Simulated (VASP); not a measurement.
Level of theory: TPSS meta-GGA, VASP's PBE PAW potentials (set 64) (plane waves; VASP 6.6.1).

VASP ran on this input.

POSCAR:
```
Be
1.0
  1.1441855692  -1.9817873684   0.0000000000
  1.1441855692   1.9817873684   0.0000000000
  0.0000000000   0.0000000000   3.5953116649
Be
2
Direct
  0.3333330000   0.6666670000   0.2500000000
  0.6666670000   0.3333330000   0.7500000000
```

### INCAR
```
# general
SYSTEM  = Be
PREC    = Accurate
ENCUT   = 520
LREAL   = .FALSE.
LASPH   = .TRUE.

# electronic loop
EDIFF   = 1E-7
NELM    = 100
ALGO    = Normal
LMIXTAU = .TRUE.

# smearing
ISMEAR  = 1
SIGMA   = 0.1

# functional
METAGGA = TPSS

# ions
IBRION  = 2
NSW     = 30
ISIF    = 4
EDIFFG  = -0.01

# output
LWAVE   = .FALSE.
LCHARG  = .FALSE.
```

File KPOINTS:
```
Automatic mesh
0
Gamma
18 18 10
0 0 0
```

POTCAR, in this order: Be (PBE.64 set). Program: vasp_std.

Problem. What does the run give for the energy per atom (σ→0), band gap (on the k-mesh)?

Solution. 
```yaml
energy per atom (σ→0): -4.772 eV/atom
band gap (on the k-mesh): none (metal, semimetal or under 0.01 eV)
```

File OSZICAR:
```
...
       N       E                     dE             d eps       ncg     rms          rms(c)
DAV:   1    -0.954314338715E+01   -0.48353E-03   -0.46340E-03  3378   0.450E-01    0.260E-02
DAV:   2    -0.954313283123E+01    0.10556E-04   -0.24405E-05  3234   0.433E-02    0.153E-02
DAV:   3    -0.954312809935E+01    0.47319E-05   -0.51080E-06  3312   0.177E-02    0.665E-04
DAV:   4    -0.954312796656E+01    0.13279E-06   -0.42689E-07  3456   0.496E-03    0.353E-04
DAV:   5    -0.954312828604E+01   -0.31949E-06   -0.27283E-07  2910   0.438E-03    0.317E-04
DAV:   6    -0.954312830899E+01   -0.22944E-07   -0.50431E-08  1776   0.215E-03
   2 F= -.95431283E+01 E0= -.95430774E+01  d E =-.468511E-03
```

The compound is Be in the hcp structure. This cell is one point of a volume scan, at 1.03 of the reference volume. Symmetry was kept, so distortions that lower it aren't found.
